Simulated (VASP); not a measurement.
Output of a VASP run:

### OSZICAR
```
       N       E                     dE             d eps       ncg     rms          rms(c)
DAV:   1     0.460443672805E+02    0.46044E+02   -0.66325E+03  1872   0.117E+03
DAV:   2    -0.110207177109E+02   -0.57065E+02   -0.56345E+02  2372   0.241E+02
DAV:   3    -0.117693700616E+02   -0.74865E+00   -0.73047E+00  2210   0.273E+01
DAV:   4    -0.117734604501E+02   -0.40904E-02   -0.40888E-02  2125   0.178E+00
DAV:   5    -0.117734887975E+02   -0.28347E-04   -0.28344E-04  2129   0.125E-01    0.125E+01
DAV:   6    -0.114214152102E+02    0.35207E+00   -0.41548E-01  1936   0.792E+00    0.609E+00
DAV:   7    -0.113211438710E+02    0.10027E+00   -0.32803E-01  1968   0.666E+00    0.425E-01
DAV:   8    -0.113204548507E+02    0.68902E-03   -0.30013E-03  2060   0.650E-01    0.642E-02
DAV:   9    -0.113204897397E+02   -0.34889E-04   -0.40111E-05  2111   0.835E-02    0.359E-02
DAV:  10    -0.113204815786E+02    0.81611E-05   -0.52158E-06  1977   0.344E-02    0.743E-03
DAV:  11    -0.113204821260E+02   -0.54742E-06   -0.17139E-07   981   0.645E-03
   1 F= -.11320482E+02 E0= -.11320533E+02  d E =-.113205E+02
```

OUTCAR:
```
------------------------ aborting loop because EDIFF is reached ----------------------------------------
  FORCE on cell =-STRESS in cart. coord.  units (eV):
  Direction    XX          YY          ZZ          XY          YZ          ZX
  --------------------------------------------------------------------------------------
  Total        0.0016272      0.0016272      0.0016272     -0.0000000     -0.0000000      0.0000000
  in kB        0.1402920      0.1402920      0.1402920     -0.0000000     -0.0000000      0.0000000
  external PRESSURE =       0.1402920 kB  Pullay stress =       0.0000000 kB
  volume of cell :       18.58
      direct lattice vectors                 reciprocal lattice vectors
    -1.668615106  1.668615106  1.668615106     0.000000000  0.299649691  0.299649691
     1.668615106 -1.668615106  1.668615106     0.299649691  0.000000000  0.299649691
     1.668615106  1.668615106 -1.668615106     0.299649691  0.299649691  0.000000000
 POSITION                                       TOTAL-FORCE (eV/Angst)
 -----------------------------------------------------------------------------------
      0.00000      0.00000      0.00000        -0.000000      0.000000     -0.000000
 -----------------------------------------------------------------------------------
    total drift:                               -0.000000      0.000000      0.000000
  FREE ENERGIE OF THE ION-ELECTRON SYSTEM (eV)
  ---------------------------------------------------
  free  energy   TOTEN  =       -11.3204821260 eV

  energy  without entropy=      -11.3206352540  energy(sigma->0) =      -11.32053317

 reached required accuracy - stopping structural energy minimisation
```
(Selected blocks of OUTCAR.)

### POSCAR
```
Ta
1
   -1.6686151055     1.6686151055     1.6686151055
    1.6686151055    -1.6686151055     1.6686151055
    1.6686151055     1.6686151055    -1.6686151055
Ta
1
Direct
  0.0000000000   0.0000000000   0.0000000000
```

Q: Reconstruct the remaining input files.

A: Several could match; the one computed here: the input of the run itself, RPBE GGA, plane waves, VASP's PBE PAW potentials (set 64).

### INCAR
```
SYSTEM=Ta
PREC=Accurate; ENCUT=520; LREAL=.FALSE.
LASPH=.TRUE.
EDIFF=1E-6; NELM=100; ALGO=Normal
LMAXMIX=6
ISMEAR=1; SIGMA=0.1
GGA=RP
IBRION=2; NSW=60; ISIF=3
EDIFFG=-0.01
LWAVE=.FALSE.; LCHARG=.FALSE.
```

File KPOINTS:
```
Automatic mesh
0
Gamma
14 14 14
0 0 0
```

POTCAR, in this order: Ta_pv (PBE.64 set). Program: vasp_std.

The compound is Ta in the bcc structure. It was relaxed first. The start is the result of an earlier pass.
